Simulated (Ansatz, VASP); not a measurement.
**K3Ge: VASP beside Ansatz**

```
CELL_PARAMETERS angstrom
0.00000 4.33956 4.33956
4.33956 0.00000 4.33956
4.33956 4.33956 0.00000
ATOMIC_POSITIONS crystal
Ge 0.00000 0.00000 0.00000
K 0.50000 0.50000 0.50000
K 0.75000 0.75000 0.75000
K 0.25000 0.25000 0.25000
```

Change from the starting cell: volume scaled by 1.02.

Alike in both runs: task single point; functional PBE; k mesh 6 × 6 × 6; occupations fermi-dirac, width 0.05 eV; no spin polarisation.

|  | VASP | Ansatz |
| --- | --- | --- |
| version | VASP 6.6.1 | Ansatz 0.2.0 |
| potentials or method | VASP PAW PBE potentials, release 64 (Ge_d, K_sv) | Ansatz PAW |
| plane-wave cutoff (eV) | 520 | 420 |
| valence electrons in the cell | 41 | 41 |

```tsv
	VASP	Ansatz	Ansatz less VASP
gap on the k mesh at the Fermi level (eV)	none	none	-
pressure (GPa)	-0.1	-0.1	+0.02
```

A gap of «none» marks a metal or a gap that the smearing closes. With one functional, cell and mesh, what is left measures potentials, basis and numerics.
